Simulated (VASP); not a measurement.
Method: optB88-vdW, VASP's PBE PAW potentials (set 64) (plane waves; VASP).

Input for VASP

### INCAR
```
! general
SYSTEM   = MnS
PREC     = Accurate
ENCUT    = 520
LREAL    = .FALSE.
LASPH    = .TRUE.

! electronic loop
EDIFF    = 1E-6
NELM     = 100
ALGO     = Normal
LMAXMIX  = 4

! smearing
ISMEAR   = 0
SIGMA    = 0.05

! functional
GGA      = BO
LUSE_VDW = .TRUE.
AGGAC    = 0.0
PARAM1   = 0.1833333333
PARAM2   = 0.22

! spin
ISPIN    = 2
MAGMOM   = 4.1 -4.1 0.0 0.0

! ions
IBRION   = 2
NSW      = 60
ISIF     = 3
EDIFFG   = -0.02

! output
LWAVE    = .FALSE.
LCHARG   = .FALSE.
LORBIT   = 10
```

### KPOINTS
```
kpoints
0
Gamma
  7 7 7
0 0 0
```

POSCAR:
```
MnS
1
    5.1087924773     2.5453205993     2.5453205993
    2.5453205993     5.1087924773     2.5453205993
    2.5453205993     2.5453205993     5.1087924773
Mn S
2 2
Direct
  0.0000000000   0.0000000000   0.0000000000
  0.5000000000   0.5000000000   0.5000000000
  0.2500000000   0.2500000000   0.2500000000
  0.7500000000   0.7500000000   0.7500000000
```

POTCAR, in this order: Mn_pv S (PBE.64 set). Program: vasp_std.

What VASP printed:

File OSZICAR:
```
       N       E                     dE             d eps       ncg     rms          rms(c)
DAV:   1     0.393199586153E+03    0.39320E+03   -0.21654E+04  4272   0.181E+03
DAV:   2     0.162266957256E+02   -0.37697E+03   -0.37196E+03  4083   0.486E+02
DAV:   3    -0.193196828747E+02   -0.35546E+02   -0.34919E+02  5901   0.135E+02
DAV:   4    -0.206035729302E+02   -0.12839E+01   -0.12259E+01  4664   0.231E+01
DAV:   5    -0.206322978769E+02   -0.28725E-01   -0.28719E-01  5082   0.413E+00    0.159E+01
DAV:   6    -0.186233344399E+02    0.20090E+01   -0.25164E+01  5338   0.461E+01    0.147E+01
DAV:   7    -0.185364957726E+02    0.86839E-01   -0.25234E+00  4960   0.191E+01    0.842E+00
DAV:   8    -0.185565794982E+02   -0.20084E-01   -0.25949E-01  5204   0.443E+00    0.416E+00
DAV:   9    -0.185492760319E+02    0.73035E-02   -0.56630E-02  5436   0.224E+00    0.370E-01
DAV:  10    -0.185510346669E+02   -0.17586E-02   -0.80008E-03  5006   0.629E-01    0.178E-01
DAV:  11    -0.185511759509E+02   -0.14128E-03   -0.96940E-04  4655   0.200E-01    0.103E-01
DAV:  12    -0.185512614849E+02   -0.85534E-04   -0.22565E-04  4979   0.958E-02    0.784E-02
DAV:  13    -0.185512883725E+02   -0.26888E-04   -0.17720E-05  4580   0.355E-02    0.448E-02
DAV:  14    -0.185513112070E+02   -0.22834E-04   -0.18823E-05  4433   0.330E-02    0.102E-02
DAV:  15    -0.185513093578E+02    0.18493E-05   -0.87913E-07  2997   0.913E-03    0.332E-03
DAV:  16    -0.185513091110E+02    0.24671E-06   -0.18465E-07  2542   0.316E-03
   1 F= -.18551309E+02 E0= -.18551309E+02  d E =-.185513E+02  mag=     0.0000
```

### OUTCAR
```
------------------------ aborting loop because EDIFF is reached ----------------------------------------
  FORCE on cell =-STRESS in cart. coord.  units (eV):
  Direction    XX          YY          ZZ          XY          YZ          ZX
  --------------------------------------------------------------------------------------
  Total        0.0099144      0.0099144      0.0099144     -0.0336615     -0.0336615     -0.0336615
  in kB        0.2369975      0.2369975      0.2369975     -0.8046576     -0.8046576     -0.8046576
  external PRESSURE =       0.2369975 kB  Pullay stress =       0.0000000 kB
  volume of cell :       67.02
      direct lattice vectors                 reciprocal lattice vectors
     5.108792477  2.545320599  2.545320599     0.292745520 -0.097350431 -0.097350431
     2.545320599  5.108792477  2.545320599    -0.097350431  0.292745520 -0.097350431
     2.545320599  2.545320599  5.108792477    -0.097350431 -0.097350431  0.292745520
 POSITION                                       TOTAL-FORCE (eV/Angst)
 -----------------------------------------------------------------------------------
      0.00000      0.00000      0.00000         0.000000      0.000000     -0.000000
      5.09972      5.09972      5.09972        -0.000000     -0.000000      0.000000
      2.54986      2.54986      2.54986        -0.000000      0.000000     -0.000000
      7.64958      7.64958      7.64958         0.000000      0.000000     -0.000000
 -----------------------------------------------------------------------------------
    total drift:                                0.000000     -0.000000     -0.000000
  FREE ENERGIE OF THE ION-ELECTRON SYSTEM (eV)
  ---------------------------------------------------
  free  energy   TOTEN  =       -18.5513091110 eV

  energy  without entropy=      -18.5513091110  energy(sigma->0) =      -18.55130911

 total charge

# of ion       s       p       d       tot
------------------------------------------
    1        0.222   6.175   5.001  11.397
    2        0.222   6.175   5.001  11.397
    3        1.334   2.431   0.000   3.766
    4        1.334   2.431   0.000   3.766
--------------------------------------------------
tot          3.112  17.212  10.001  30.325

 magnetization (x)

# of ion       s       p       d       tot
------------------------------------------
    1        0.015   0.012   4.071   4.098
    2       -0.015  -0.012  -4.071  -4.098
    3        0.000   0.000   0.000   0.000
    4        0.000   0.000   0.000   0.000
--------------------------------------------------
tot          0.000   0.000   0.000   0.000

 reached required accuracy - stopping structural energy minimisation
```
(Selected blocks of OUTCAR.)

The compound is MnS in the rock salt, AFM-II order structure. It was relaxed first, which changed the volume by -6 %. The start is the result of an earlier pass.
